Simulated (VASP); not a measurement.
Data:

```
ZrN
1.0
    0.00000     2.28396     2.28396
    2.28396     0.00000     2.28396
    2.28396     2.28396     0.00000
Zr N
1 1
Direct
  0.00000   0.00000   0.00000
  0.50000   0.50000   0.50000
```

Level of theory: PBE GGA with D4 dispersion, VASP's PBE PAW potentials (set 64) (plane waves; VASP). Settings: 520 eV cut-off, 15×15×15 Γ-centred mesh, tetrahedra with Blöchl corrections, potentials Zr_sv N.

Tabulate the total density of states (states/eV per cell) against energy (eV; zero at the valence-band maximum or, without a gap, the Fermi level).

(E (eV), DOS (states/eV)): (-9.97, 0.00); (-9.85, 0.00); (-9.62, 0.00); (-9.51, 0.00); (-9.28, 0.00); (-9.17, 0.00); (-8.94, 0.00); (-8.83, 0.00); (-8.60, 0.00); (-8.49, 0.00); (-8.26, 0.00); (-8.15, 0.00); (-7.92, 0.00); (-7.81, 0.00); (-7.58, 0.14); (-7.47, 0.21); (-7.24, 0.35); (-7.12, 0.43); (-6.90, 0.68); (-6.79, 0.88); (-6.56, 1.08); (-6.44, 1.10); (-6.22, 1.21); (-6.10, 1.22); (-5.88, 0.88); (-5.76, 1.01); (-5.54, 2.10); (-5.42, 2.52); (-5.19, 2.67); (-5.08, 2.87); (-4.85, 4.07); (-4.74, 3.52); (-4.51, 1.88); (-4.40, 1.55); (-4.17, 1.21); (-4.06, 1.11); (-3.83, 0.92); (-3.72, 0.79); (-3.49, 0.52); (-3.38, 0.34); (-3.15, 0.13); (-3.04, 0.12); (-2.81, 0.09); (-2.69, 0.10); (-2.47, 0.14); (-2.35, 0.16); (-2.13, 0.20); (-2.01, 0.22); (-1.78, 0.26); (-1.67, 0.28); (-1.44, 0.33); (-1.33, 0.35); (-1.10, 0.39); (-0.99, 0.42); (-0.76, 0.47); (-0.65, 0.50); (-0.42, 0.58); (-0.31, 0.62); (-0.08, 0.66); (0.03, 0.68); (0.26, 0.72); (0.37, 0.74); (0.60, 0.83); (0.71, 0.85); (0.94, 0.83); (1.06, 0.79); (1.28, 0.75); (1.40, 0.81); (1.62, 0.94); (1.74, 0.92); (1.97, 1.04); (2.08, 1.10); (2.31, 1.28); (2.42, 1.34); (2.65, 1.56); (2.76, 1.76); (2.99, 2.43); (3.10, 2.47); (3.33, 1.89); (3.44, 1.78)
Within 2 eV below the Fermi level the largest weight inside VASP's projection spheres is Zr d, then N p.

The compound is ZrN in the rock salt structure. It was relaxed first. The electron count is odd and the run is not spin-polarised, which forces a metal.
